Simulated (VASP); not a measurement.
These are PBEsol GGA, VASP's PBE PAW potentials (set 64) (plane waves; VASP) values and carry that method's errors.

A VASP calculation is set up with these files.

**INCAR**
```
SYSTEM=Ge
PREC=Normal; ENCUT=400; LREAL=.FALSE.
LASPH=.TRUE.
EDIFF=1E-5; NELM=100; NELMIN=4
ALGO=Fast; LMAXMIX=4
ISMEAR=0; SIGMA=0.05
GGA=PS
IBRION=2; NSW=20; ISIF=2
EDIFFG=-0.03
LWAVE=.FALSE.; LCHARG=.FALSE.
```

### POSCAR
```
Ge
1
    0.0000000000     2.8347194396     2.8347194396
    2.8347194396     0.0000000000     2.8347194396
    2.8347194396     2.8347194396     0.0000000000
Ge
2
Direct
  0.5000000000   0.5000000000   0.5000000000
  0.7500000000   0.7500000000   0.7500000000
```

KPOINTS:
```
Automatic mesh
0
Gamma
9 9 9
0 0 0
```

POTCAR, in this order: Ge_d (PBE.64 set). Program: vasp_std.

Output

OSZICAR:
```
       N       E                     dE             d eps       ncg     rms          rms(c)
DAV:   1     0.153067232655E+03    0.15307E+03   -0.13728E+04  1266   0.371E+03
DAV:   2     0.889769649686E+01   -0.14417E+03   -0.14157E+03  1270   0.487E+02
DAV:   3    -0.945933503043E+01   -0.18357E+02   -0.18241E+02  1376   0.138E+02
DAV:   4    -0.100068117583E+02   -0.54748E+00   -0.53768E+00  1432   0.280E+01
DAV:   5    -0.100169118665E+02   -0.10100E-01   -0.10098E-01  1420   0.356E+00    0.324E+00
RMM:   6    -0.991794856243E+01    0.98963E-01   -0.31362E-02  1375   0.235E+00    0.190E+00
RMM:   7    -0.986711903989E+01    0.50830E-01   -0.78944E-02  1434   0.304E+00    0.176E-01
RMM:   8    -0.986806503862E+01   -0.94600E-03   -0.61226E-03  1406   0.951E-01    0.744E-02
RMM:   9    -0.986841490102E+01   -0.34986E-03   -0.17689E-03  1593   0.438E-01    0.489E-02
RMM:  10    -0.986841877801E+01   -0.38770E-05   -0.19762E-04  1416   0.174E-01    0.756E-03
RMM:  11    -0.986842547631E+01   -0.66983E-05   -0.64790E-05  1035   0.856E-02
   1 F= -.98684255E+01 E0= -.98683702E+01  d E =-.986843E+01
```

File OUTCAR:
```
------------------------ aborting loop because EDIFF is reached ----------------------------------------
  FORCE on cell =-STRESS in cart. coord.  units (eV):
  Direction    XX          YY          ZZ          XY          YZ          ZX
  --------------------------------------------------------------------------------------
  Total        0.0500905      0.0500905      0.0500905      0.0000000      0.0000000      0.0000000
  in kB        1.7615937      1.7615937      1.7615937      0.0000000      0.0000000      0.0000000
  external PRESSURE =       1.7615937 kB  Pullay stress =       0.0000000 kB
  volume of cell :       45.56
      direct lattice vectors                 reciprocal lattice vectors
     0.000000000  2.834719440  2.834719440    -0.176384299  0.176384299  0.176384299
     2.834719440  0.000000000  2.834719440     0.176384299 -0.176384299  0.176384299
     2.834719440  2.834719440  0.000000000     0.176384299  0.176384299 -0.176384299
 POSITION                                       TOTAL-FORCE (eV/Angst)
 -----------------------------------------------------------------------------------
      2.83472      2.83472      2.83472         0.000000     -0.000000      0.000000
      4.25208      4.25208      4.25208        -0.000000      0.000000     -0.000000
 -----------------------------------------------------------------------------------
    total drift:                               -0.000000     -0.000000      0.000000
  FREE ENERGIE OF THE ION-ELECTRON SYSTEM (eV)
  ---------------------------------------------------
  free  energy   TOTEN  =        -9.8684254763 eV

  energy  without entropy=       -9.8683150112  energy(sigma->0) =       -9.86837024

 reached required accuracy - stopping structural energy minimisation
```
(Selected blocks of OUTCAR.)

The compound is Ge in the diamond structure. It was relaxed first.
